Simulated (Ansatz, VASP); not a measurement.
## Rb2Ag: VASP beside Ansatz

The input INCAR:

```
PREC     = Accurate       # precision mode
ENCUT    = 520            # plane-wave cutoff, eV
EDIFF    = 1E-6           # SCF threshold, eV
ISMEAR   = 0              # smearing method
SIGMA    = 0.1            # smearing width, eV
LREAL    = False          # projectors in reciprocal space
LASPH    = True           # aspherical terms in the spheres
NELM     = 100            # most SCF steps
ALGO     = Normal         # electronic algorithm
ISIF     = 2              # what is computed and relaxed
LWAVE    = False          # write WAVECAR
LCHARG   = False          # write CHGCAR
GGA      = PE             # functional
NBANDS   = 22             # bands
```

The input KPOINTS:

```
Automatic mesh
0
Gamma
  10 10 6
```

Contents of POSCAR:

```
Rb2Ag
1.0
    5.1080175436      0.0000000000      0.0000000000
    0.0000000000      5.1080175436      0.0000000000
    0.0000000000      0.0000000000      7.3072463831
Rb Ag
2 1
Direct
    0.5000000000      0.5000000000      0.0000000000
    0.0000000000      0.0000000000      0.5000000000
    0.0000000000      0.0000000000      0.0000000000
```

Input for Ansatz:

```yaml
crystal:
  lattice:
    - [5.1080175436, 0.0, 0.0]
    - [0.0, 5.1080175436, 0.0]
    - [0.0, 0.0, 7.3072463831]
  atoms:
    - { symbol: Rb, position: [0.5, 0.5, 0.0] }
    - { symbol: Rb, position: [0.0, 0.0, 0.5] }
    - { symbol: Ag, position: [0.0, 0.0, 0.0] }
basis:
  ecutwfc: 420
kpoints:
  mp_grid: { grid: [10, 10, 6] }
  band_path:
    path:
      - [[0.0, 0.0, 0.0], [0.0, 0.5, 0.0], [0.5, 0.5, 0.0], [0.0, 0.0, 0.0], [0.0, 0.0, 0.5], [0.0, 0.5, 0.5], [0.5, 0.5, 0.5], [0.0, 0.0, 0.5]]
      - [[0.0, 0.5, 0.0], [0.0, 0.5, 0.5]]
      - [[0.5, 0.5, 0.0], [0.5, 0.5, 0.5]]
    npoints: 14
hamiltonian:
  xc: pbe
scf:
  occupations: { method: gaussian, width: 0.1 }
  n_extra_bands: 7
output:
  forces: true
  stress: true
  eigenvalues: true
  populations: true
  dos: { projected: true, de: 0.02, nscf_kmesh: { grid: [12, 12, 8] } }
  bader: true
  write_density: true
  write_potential: true
  elf: true
  volumetric_format: npy
```

The cell was built by a generator and needn't be a form met in nature.

Alike in both runs: task single point; functional PBE; k mesh 10 × 10 × 6; occupations gaussian, width 0.1 eV; no spin polarisation.

```csv
,VASP,Ansatz
version,VASP 6.6.1,Ansatz 0.2.0
potentials or method,"VASP PAW PBE potentials, release 64 (Rb_sv, Ag)","scalar-relativistic, plane waves, PAW"
plane-wave cutoff (eV),520,420
valence electrons in the cell,29,37
```

|  | VASP | Ansatz | Ansatz less VASP |
| --- | --- | --- | --- |
| gap on the k mesh at the Fermi level (eV) | none | none | - |
| pressure (GPa) | 0.0 | 0.0 | 0.00 |

A gap of «none» marks a metal or a gap that the smearing closes. With one functional, cell and mesh, what is left measures potentials, basis and numerics. The two sets of potentials don't hold the same shells in valence.
